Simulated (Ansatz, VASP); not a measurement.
# Cross-check of Al9Co2 (Al9Co2 (P2_1/c)) between VASP and Ansatz

Aim: how closely do two programs agree when they are given the same cell, functional and k mesh? The cell is taken from a series of runs on this material, whose earlier steps may have relaxed, scaled, displaced or heated it; both programs get it as it stands.

Calculated with Ansatz 0.2.0; plane waves, with VASP 6.6.1 beside it; relaxation of cell and atoms at PBEsol.

### Step 1. The starting structure

Symmetry: P2_1/c, No. 14, monoclinic system. Conventional cell: a = 6.141 Å, b = 6.229 Å, c = 8.456 Å, α = 90.00°, β = 95.18°, γ = 90.00°. Nearest to Al lie 2 Co at 2.36 Å and 4 Al at 2.67 to 2.68 Å. Al has 2 Co at 2.41 to 2.46 Å and 1 Al at 2.68 Å nearest. Nearest to Al lie 2 Co at 2.42 to 2.44 Å and 3 Al at 2.67 to 2.73 Å. Nearest to Al lie 2 Co at 2.46 to 2.49 Å and 4 Al at 2.68 to 2.76 Å. Nearest to Al lie 2 Co at 2.44 to 2.48 Å and 4 Al at 2.73 to 2.76 Å. Co has 9 Al at 2.36 to 2.49 Å nearest. Farther neighbours are not listed.

### Step 2. VASP: relaxation of cell and atoms, PBEsol

The relaxed volume is the usual yardstick between codes: in a stiff, nearly cubic crystal its relative difference is about their pressure difference at one cell divided by the bulk modulus.

Lines of VASP's logs that name or quote its potential files are left out, and so is its time.

INCAR reads:

```
SYSTEM = Al9Co2
PREC = Accurate
ENCUT = 600
EDIFF = 1E-07
NELM = 120
ISMEAR = -1
SIGMA = 0.05
LREAL = .FALSE.
ALGO = Normal
GGA = PS
NBANDS = 67
LASPH = .TRUE.
LORBIT = 11
LWAVE = .FALSE.
LCHARG = .FALSE.
ISIF = 3
IBRION = 2
NSW = 80
EDIFFG = -0.005
GGA_COMPAT = .FALSE.
NELMIN = 4
KPAR = 4
```

POSCAR reads:

```
Al9Co2
1.0
    6.1412530000      0.0000000000      0.0000000000
    0.0000000000      6.2288010000      0.0000000000
   -0.7636890000      0.0000000000      8.4211790000
Al Co
18 4
Direct
    0.4999999630      0.0000000000      0.5000000297
    0.4999999630      0.5000000000      0.0000000297
    0.0932674769      0.0371181789      0.2333301548
    0.9067324490      0.5371181790      0.2666699045
    0.9067324490      0.9628818210      0.7666699045
    0.0932674769      0.4628818210      0.7333301548
    0.4123749828      0.7112956008      0.2695093823
    0.5876249430      0.2112956008      0.2304906771
    0.5876249430      0.2887043992      0.7304906771
    0.4123749828      0.7887043992      0.7695093823
    0.1093161382      0.8081618356      0.5028919644
    0.8906837878      0.3081618356      0.9971080950
    0.8906837878      0.1918381644      0.4971080950
    0.1093161382      0.6918381644      0.0028919644
    0.2849534203      0.3864118873      0.4569527616
    0.7150465056      0.8864118873      0.0430472978
    0.7150465056      0.6135881127      0.5430472978
    0.2849534203      0.1135881127      0.9569527616
    0.2360517030      0.3825753544      0.1667828519
    0.7639482229      0.8825753544      0.3332172075
    0.7639482229      0.6174246456      0.8332172075
    0.2360517030      0.1174246456      0.6667828519
```

KPOINTS reads:

```
Automatic mesh
0
Gamma
7 6 5
0 0 0
```

Potentials, in the order of the species: Al and Co (PBE family, release 64).

On the command line:

```sh
mpirun -np 4 vasp_std
```

Numbers of over 12 decimals in the logs are rounded to 6 here.

Output:

```text
[banner, memory and clock lines left out]
running    4 mpi-ranks, on    1 nodes
 distrk:  each k-point on    1 cores,    4 groups
 distr:  one band on    1 cores,    1 groups

 POSCAR found type information on POSCAR AlCo
 POSCAR found :  2 types and      22 ions
|                                                                             |
|               ----> ADVICE to this user running VASP <----                  |
|                                                                             |
|     You have a (more or less) 'large supercell' and for larger cells it     |
|     might be more efficient to use real-space projection operators.         |
|     Therefore, try LREAL= Auto in the INCAR file.                           |
|     Mind: For very accurate calculation, you might also keep the            |
|     reciprocal projection scheme (i.e. LREAL=.FALSE.).                      |
|                                                                             |

|                                                                             |
|               ----> ADVICE to this user running VASP <----                  |
|                                                                             |
|     You enforced a specific xc type in the INCAR file but a different       |
|     [... a line on the potential file left out ...]
|     I HOPE YOU KNOW WHAT YOU ARE DOING!                                     |
|                                                                             |

 LDA part: xc-table for (Slater+PW92), standard interpolation
 POSCAR, INCAR and KPOINTS ok, starting setup
 FFT: planning ... GRIDC
 FFT: planning ... GRID_SOFT
 FFT: planning ... GRID
 WAVECAR not read
 entering main loop
       N       E                     dE             d eps       ncg     rms          rms(c)
DAV:   1     0.477871181165E+03    0.47787E+03   -0.36039E+04  9648   0.136E+03
DAV:   2    -0.723815015187E+02   -0.55025E+03   -0.51805E+03  9663   0.291E+02
DAV:   3    -0.117384190957E+03   -0.45003E+02   -0.41661E+02 11716   0.937E+01
DAV:   4    -0.119304470825E+03   -0.19203E+01   -0.18909E+01 11984   0.180E+01
DAV:   5    -0.119375468152E+03   -0.70997E-01   -0.70858E-01 12656   0.352E+00    0.275E+01
DAV:   6    -0.148246515862E+03   -0.28871E+02   -0.20925E+02 13360   0.148E+02    0.499E+01
DAV:   7    -0.112469828663E+03    0.35777E+02   -0.93118E+01 12416   0.109E+02    0.892E+00
DAV:   8    -0.112742912920E+03   -0.27308E+00   -0.19407E+01 14845   0.274E+01    0.879E+00
DAV:   9    -0.112063315456E+03    0.67960E+00   -0.36984E+00 13725   0.188E+01    0.391E+00
DAV:  10    -0.112033053986E+03    0.30261E-01   -0.12910E-01 12088   0.197E+00    0.319E+00
DAV:  11    -0.111969206586E+03    0.63847E-01   -0.12707E-01 14992   0.346E+00    0.809E-01
DAV:  12    -0.111970869340E+03   -0.16628E-02   -0.10111E-02 11202   0.610E-01    0.618E-01
DAV:  13    -0.111969461139E+03    0.14082E-02   -0.14384E-03 15512   0.386E-01    0.288E-01
DAV:  14    -0.111969168091E+03    0.29305E-03   -0.57251E-04 14965   0.185E-01    0.759E-02
DAV:  15    -0.111969152283E+03    0.15808E-04   -0.65811E-05 14365   0.507E-02    0.246E-02
DAV:  16    -0.111969148588E+03    0.36947E-05   -0.48246E-06 13477   0.166E-02    0.685E-03
DAV:  17    -0.111969148046E+03    0.54195E-06   -0.18770E-06 12847   0.750E-03    0.163E-03
DAV:  18    -0.111969148049E+03   -0.23183E-08   -0.13124E-07  5974   0.323E-03
   1 F= -.11196915E+03 E0= -.11194340E+03  d E =-.111969E+03
[... from here on, the cycles between the ionic steps are left out ...]
   7 F= -.11197687E+03 E0= -.11195078E+03  d E =-.280080E-03
   8 F= -.11197699E+03 E0= -.11195095E+03  d E =-.399649E-03
   9 F= -.11197706E+03 E0= -.11195099E+03  d E =-.462265E-03
  10 F= -.11197716E+03 E0= -.11195106E+03  d E =-.107532E-03
  11 F= -.11197717E+03 E0= -.11195106E+03  d E =-.118162E-03
  12 F= -.11197721E+03 E0= -.11195107E+03  d E =-.344768E-04
  13 F= -.11197721E+03 E0= -.11195107E+03  d E =-.352635E-04
  14 F= -.11197724E+03 E0= -.11195111E+03  d E =-.313113E-04
  15 F= -.11197724E+03 E0= -.11195111E+03  d E =-.327080E-04
  16 F= -.11197724E+03 E0= -.11195111E+03  d E =-.346930E-04
 curvature:  -2.27 expect dE=-0.413E-04 dE for cont linesearch -0.783E-07
 trial: gam= 0.81931 g(F)=  0.125E-04 g(S)=  0.566E-05 ort =-0.140E-05 (trialstep = 0.177E+01)
 search vector abs. value=  0.542E-04
 bond charge predicted
       N       E                     dE             d eps       ncg     rms          rms(c)
DAV:   1    -0.111977294672E+03   -0.51423E-04   -0.48289E-03  9771   0.278E-01    0.646E-02
DAV:   2    -0.111977701108E+03   -0.40644E-03   -0.18448E-03 14784   0.445E-01    0.200E-01
DAV:   3    -0.111977256462E+03    0.44465E-03   -0.12273E-03 13872   0.384E-01    0.144E-02
DAV:   4    -0.111977259445E+03   -0.29837E-05   -0.56340E-05 10544   0.266E-02    0.136E-02
DAV:   5    -0.111977257578E+03    0.18676E-05   -0.69595E-06 14712   0.250E-02    0.269E-03
DAV:   6    -0.111977257454E+03    0.12404E-06   -0.65161E-07 10224   0.702E-03    0.654E-04
DAV:   7    -0.111977257482E+03   -0.27998E-07   -0.24509E-08  5412   0.163E-03
  17 F= -.11197726E+03 E0= -.11195112E+03  d E =-.142393E-04
 trial-energy change:   -0.000014  1 .order   -0.000016   -0.000030   -0.000002
 step:   2.0223(harm=  1.9073)  dis= 0.00095  next Energy=  -111.977258 (dE=-0.144E-04)
 reached required accuracy - stopping structural energy minimisation
```

OUTCAR, selected parts (step 2):

```text
ion  position               nearest neighbor table
   1  0.500  0.000  0.500-  20 2.36  22 2.36   9 2.67   7 2.67  13 2.68  11 2.68   8 2.73  10 2.73
                            17 2.75  15 2.75   5 3.22   3 3.22
   2  0.500  0.500  0.000-  21 2.36  19 2.36   8 2.67  10 2.67  12 2.68  14 2.68   9 2.73   7 2.73
                            16 2.75  18 2.75   4 3.22   6 3.22
   3  0.093  0.037  0.233-  19 2.41  20 2.46  11 2.68  18 2.75  12 2.82   7 2.82  13 2.82  16 2.86
                            14 2.91  15 3.05   1 3.22   8 3.23   8 3.29   4 3.34   4 3.34
   4  0.907  0.537  0.267-  20 2.41  19 2.46  12 2.68  17 2.75  11 2.82   8 2.82  14 2.82  15 2.86
                            13 2.91  16 3.05   2 3.22   7 3.23   7 3.29   3 3.34   3 3.34
   5  0.907  0.963  0.767-  21 2.41  22 2.46  13 2.68  16 2.75  14 2.82   9 2.82  11 2.82  18 2.86
                            12 2.91  17 3.05   1 3.22  10 3.23  10 3.29   6 3.34   6 3.34
   6  0.093  0.463  0.733-  22 2.41  21 2.46  14 2.68  15 2.75  13 2.82  10 2.82  12 2.82  17 2.86
                            11 2.91  18 3.05   2 3.22   9 3.23   9 3.29   5 3.34   5 3.34
   7  0.412  0.711  0.270-  20 2.42  19 2.44   1 2.67   2 2.73  15 2.73  14 2.79   3 2.82  11 2.90
                            17 2.90  16 2.99   4 3.23   4 3.29   8 3.32   8 3.32
   8  0.588  0.211  0.230-  19 2.42  20 2.44   2 2.67   1 2.73  16 2.73  13 2.79   4 2.82  12 2.90
                            18 2.90  15 2.99   3 3.23   3 3.29   7 3.32   7 3.32
   9  0.588  0.289  0.730-  22 2.42  21 2.44   1 2.67   2 2.73  17 2.73  12 2.79   5 2.82  13 2.90
                            15 2.90  18 2.99   6 3.23   6 3.29  10 3.32  10 3.32
  10  0.412  0.789  0.770-  21 2.42  22 2.44   2 2.67   1 2.73  18 2.73  11 2.79   6 2.82  14 2.90
                            16 2.90  17 2.99   5 3.23   5 3.29   9 3.32   9 3.32
  11  0.109  0.808  0.503-  22 2.46  20 2.49   1 2.68   3 2.68  13 2.74  17 2.76  10 2.79   4 2.82
                             5 2.82  15 2.88   7 2.90   6 2.91
  12  0.891  0.308  0.997-  21 2.46  19 2.49   2 2.68   4 2.68  14 2.74  18 2.76   9 2.79   3 2.82
                             6 2.82  16 2.88   8 2.90   5 2.91
  13  0.891  0.192  0.497-  20 2.46  22 2.49   1 2.68   5 2.68  11 2.74  15 2.76   8 2.79   6 2.82
                             3 2.82  17 2.88   9 2.90   4 2.91
  14  0.109  0.692  0.003-  19 2.46  21 2.49   2 2.68   6 2.68  12 2.74  16 2.76   7 2.79   5 2.82
                             4 2.82  18 2.88  10 2.90   3 2.91
  15  0.285  0.386  0.457-  19 2.44  22 2.48   7 2.73   6 2.75   1 2.75  13 2.76   4 2.86  11 2.88
                             9 2.90   8 2.99  17 3.03   3 3.05
  16  0.715  0.886  0.043-  20 2.44  21 2.48   8 2.73   5 2.75   2 2.75  14 2.76   3 2.86  12 2.88
                            10 2.90   7 2.99  18 3.03   4 3.05
  17  0.715  0.614  0.543-  21 2.44  20 2.48   9 2.73   4 2.75   1 2.75  11 2.76   6 2.86  13 2.88
                             7 2.90  10 2.99  15 3.03   5 3.05
  18  0.285  0.114  0.957-  22 2.44  19 2.48  10 2.73   3 2.75   2 2.75  12 2.76   5 2.86  14 2.88
                             8 2.90   9 2.99  16 3.03   6 3.05
  19  0.236  0.383  0.167-   2 2.36   3 2.41   8 2.42   7 2.44  15 2.44   4 2.46  14 2.46  18 2.48
                            12 2.49
  20  0.764  0.883  0.333-   1 2.36   4 2.41   7 2.42   8 2.44  16 2.44   3 2.46  13 2.46  17 2.48
                            11 2.49
  21  0.764  0.617  0.833-   2 2.36   5 2.41  10 2.42   9 2.44  17 2.44   6 2.46  12 2.46  16 2.48
                            14 2.49
  22  0.236  0.117  0.667-   1 2.36   6 2.41   9 2.42  10 2.44  18 2.44   5 2.46  11 2.46  15 2.48
                            13 2.49

  LATTYP: Found a simple monoclinic cell.
 ALAT       =     6.1412530000
 B/A-ratio  =     1.0142557227
 C/A-ratio  =     1.3768747706
 COS(beta)  =    -0.0903160850

 Subroutine GETGRP returns: Found  4 space group operations
 (whereof  2 operations were pure point group operations)

The static configuration has the point symmetry S_2 .
 The point group associated with its full space group is C_2h.

 Found     72 irreducible k-points:

   k-points           NKPTS =     72   k-points in BZ     NKDIM =     72   number of bands    NBANDS=     67

   dimension x,y,z NGX =    50 NGY =   50 NGZ =   70
   dimension x,y,z NGXF=   100 NGYF=  100 NGZF=  140

   ENCUT  =  600.0 eV  44.10 Ry    6.64 a.u.  12.27 12.44 16.89*2*pi/ulx,y,z

   NELECT =      90.0000    total number of electrons

 k-points in reciprocal lattice and weights: Automatic mesh
   0.00000000  0.00000000  0.00000000       0.005
   0.14285714  0.00000000  0.00000000       0.010
   0.28571429  0.00000000  0.00000000       0.010
   0.42857143  0.00000000  0.00000000       0.010
   0.00000000  0.16666667  0.00000000       0.010
   0.14285714  0.16666667  0.00000000       0.019
   0.28571429  0.16666667  0.00000000       0.019
   0.42857143  0.16666667  0.00000000       0.019
   0.00000000  0.33333333  0.00000000       0.010
[...]
-0.28571429  0.50000000  0.40000000       0.010
  -0.14285714  0.50000000  0.40000000       0.010

 average (electrostatic) potential at core
       1 -71.4080       2 -71.4080       3 -71.4302       4 -71.4302       5 -71.4302
       6 -71.4302       7 -71.4388       8 -71.4388       9 -71.4388      10 -71.4388
      11 -71.3697      12 -71.3697      13 -71.3697      14 -71.3697      15 -71.4631
      16 -71.4631      17 -71.4631      18 -71.4631      19 -79.5786      20 -79.5786
      21 -79.5786      22 -79.5786

 E-fermi :   8.4910

 k-point     1 :       0.0000    0.0000    0.0000
  band No.  band energies     occupation
    ...
     43       7.7409      2.00000
     44       7.8475      1.99999
     45       8.0059      1.99988
     46       8.0598      1.99964
     47       8.5083      0.82836
     48       8.5717      0.33200
     49       9.2267      0.00000
     50       9.3576      0.00000
     51       9.5355      0.00000
     52       9.7944      0.00000
    ...

 k-point     2 :       0.1429    0.0000    0.0000
  band No.  band energies     occupation
    ...
     42       7.6272      2.00000
     43       7.6476      2.00000
     44       7.7881      2.00000
     45       7.9357      1.99997
     46       8.2595      1.98067
     47       8.8114      0.00329
     48       9.0538      0.00003
     49       9.1903      0.00000
     50       9.6865      0.00000
     51       9.7259      0.00000
    ...

 k-point     3 :       0.2857    0.0000    0.0000
  band No.  band energies     occupation
    ...
     42       7.4782      2.00000
     43       7.8976      1.99999
     44       7.9747      1.99993
     45       8.2856      1.96762
     46       8.4027      1.70780
     47       9.0569      0.00002
     48       9.5059      0.00000
     49       9.6599      0.00000
     50       9.7930      0.00000
     51       9.9442      0.00000
    ...

  Total       -0.0253622     -0.0282116     -0.0172859      0.0000000      0.0000000     -0.0113387
  in kB       -0.1252760     -0.1393509     -0.0853834      0.0000000      0.0000000     -0.0560075
  external PRESSURE =      -0.1166701 kB  Pullay stress =       0.0000000 kB

  energy-cutoff  :      600.00
  volume of cell :      324.36
      direct lattice vectors                 reciprocal lattice vectors
     6.151609952  0.000000000  0.007127649     0.162542248  0.000000000  0.014519617
     0.000000000  6.236319960  0.000000000     0.000000000  0.160350977  0.000000000
    -0.755189869  0.000000000  8.454097292    -0.000137039  0.000000000  0.118273599

 POSITION                                       TOTAL-FORCE (eV/Angst)
 -----------------------------------------------------------------------------------
      2.69821      0.00000      4.23061        -0.000000      0.000000      0.000000
      3.07580      3.11816      0.00356        -0.000000      0.000000      0.000000
      0.40124      0.22044      1.96647        -0.000570      0.000135      0.000308
      5.37277      3.33860      2.26770         0.000570      0.000135     -0.000308
      4.99518      6.01588      6.49475         0.000570     -0.000135     -0.000308
      0.02365      2.89772      6.19352        -0.000570     -0.000135      0.000308
      2.33814      4.43210      2.28227         0.001873     -0.000140      0.002652
      3.43587      1.31394      1.95191        -0.001873     -0.000140     -0.002652
      3.05828      1.80422      6.17896        -0.001873      0.000140     -0.002652
      1.96055      4.92238      6.50931         0.001873      0.000140      0.002652
      0.29140      5.04030      4.25219        -0.001589     -0.001804     -0.002015
      4.72742      1.92214      8.43609         0.001589     -0.001804      0.002015
      5.10501      1.19602      4.20904         0.001589      0.001804      0.002015
      0.66900      4.31418      0.02514        -0.001589      0.001804     -0.002015
      1.41163      2.40709      3.85956        -0.000827      0.000233     -0.000607
      4.36238      5.52525      0.37462         0.000827      0.000233      0.000607
      3.98479      3.82923      4.60167         0.000827     -0.000233      0.000607
      1.03404      0.71107      8.08660        -0.000827     -0.000233     -0.000607
      1.32553      2.38360      1.40992        -0.000282     -0.001417     -0.000860
      4.44849      5.50176      2.82425         0.000282     -0.001417      0.000860
      4.07089      3.85272      7.05130         0.000282      0.001417      0.000860
      0.94793      0.73456      5.63697        -0.000282      0.001417     -0.000860
 -----------------------------------------------------------------------------------
    total drift:                               -0.000086     -0.000000      0.000047

  FREE ENERGIE OF THE ION-ELECTRON SYSTEM (eV)
  ---------------------------------------------------
  free  energy   TOTEN  =      -111.9772574818 eV

  energy  without entropy=     -111.9249830953  energy(sigma->0) =     -111.95112029

 reached required accuracy - stopping structural energy minimisation

 total charge
# of ion       s       p       d       tot
------------------------------------------
    1        0.432   0.398   0.000   0.830
    2        0.432   0.398   0.000   0.830
    3        0.425   0.360   0.000   0.785
    4        0.425   0.360   0.000   0.785
    5        0.425   0.360   0.000   0.785
    6        0.425   0.360   0.000   0.785
    7        0.420   0.371   0.000   0.790
    8        0.420   0.371   0.000   0.790
    9        0.420   0.371   0.000   0.790
   10        0.420   0.371   0.000   0.790
   11        0.412   0.392   0.000   0.804
   12        0.412   0.392   0.000   0.804
   13        0.412   0.392   0.000   0.804
   14        0.412   0.392   0.000   0.804
   15        0.411   0.379   0.000   0.789
   16        0.411   0.379   0.000   0.789
   17        0.411   0.379   0.000   0.789
   18        0.411   0.379   0.000   0.789
   19        0.482   0.595   7.522   8.598
   20        0.482   0.595   7.522   8.598
   21        0.482   0.595   7.522   8.598
   22        0.482   0.595   7.522   8.598
--------------------------------------------------
tot          9.460   9.180  30.086  48.727

[... 3 further parts left out ...]
```

This run has no spin polarisation, so a moment on Co, if there is one, isn't seen. The run keeps the 4 symmetry operations of its start, so it cannot find a distortion of lower symmetry.

[end of part 1 of 2]

[Lines on the potential files, build, host, timing and source positions are cut from VASP's logs without a mark.]

[Logs are printed without paths, hosts, clocks, repeated set-up lines and the standing remarks that a program may print on its own settings, such as how far it seeks lower states.]

[Hosts, paths, dates, database ids (printed as entryN), source tags and the programs' standing remarks are cut or masked in the printed files.]
